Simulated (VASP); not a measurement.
Here is the system:

```
CELL_PARAMETERS angstrom
      0.00000     1.99062     1.99062
      1.99062     0.00000     1.99062
      1.99062     1.99062     0.00000
ATOMIC_POSITIONS crystal
  Al 0.00000 0.00000 0.00000
```

The numbers are results of PBE GGA with D4 dispersion, VASP's PBE PAW potentials (set 64) (plane waves; VASP 6.6.1), not measurements. Numerical set-up: 520 eV cut-off, Gaussian smearing of 0.050 eV, potentials Al.

Q: Give the energies of bands 1 to 4 at the high-symmetry points, in eV from the Fermi level.

A: 
```json
[
 {"band": "1", "Γ": "-11.48", "X": "-3.06", "U": "-2.00", "L": "-4.80", "W": "-0.93"},
 {"band": "2", "Γ": "12.84", "X": "-1.64", "U": "-1.47", "L": "-4.47", "W": "-0.93"},
 {"band": "3", "Γ": "12.84", "X": "5.24", "U": "-0.34", "L": "11.64", "W": "0.06"},
 {"band": "4", "Γ": "12.84", "X": "5.78", "U": "6.77", "L": "11.64", "W": "1.33"}
]
```

It has no gap at this level: it comes out as a metal or semimetal.

The compound is Al in the fcc structure. It was relaxed first, which changed the volume by -5 %.
